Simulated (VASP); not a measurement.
Consider the following.

```yaml
crystal:
  lattice:
    - [0.00000, 2.86544, 2.86544]
    - [2.86544, 0.00000, 2.86544]
    - [2.86544, 2.86544, 0.00000]
  atoms:
    - { symbol: Ca, position: [0.00000, 0.00000, 0.00000] }
    - { symbol: S, position: [0.50000, 0.50000, 0.50000] }
```

Method: PBE GGA with D3 dispersion (zero damping), VASP's PBE PAW potentials (set 64) (plane waves; VASP). Run with 520 eV cut-off, 8×8×8 Γ-centred mesh, Gaussian smearing of 0.050 eV, potentials Ca_sv S.

Question: Estimate the energy per atom (σ→0), pressure, band gap (on the k-mesh) with the smallest direct gap where there is one.

Answer: 
```
Quantity                                      Value
-----------------------------------  --------------
band gap (on the k-mesh)                    2.40 eV
smallest direct gap (on the k-mesh)         3.19 eV
energy per atom (σ→0)                -5.375 eV/atom
pressure                                  -1.62 GPa
```

The absolute energy has meaning only against runs of the same code, potentials and settings.

The compound is CaS in the rock salt structure. This cell is one point of a volume scan, at 1.03 of the reference volume.
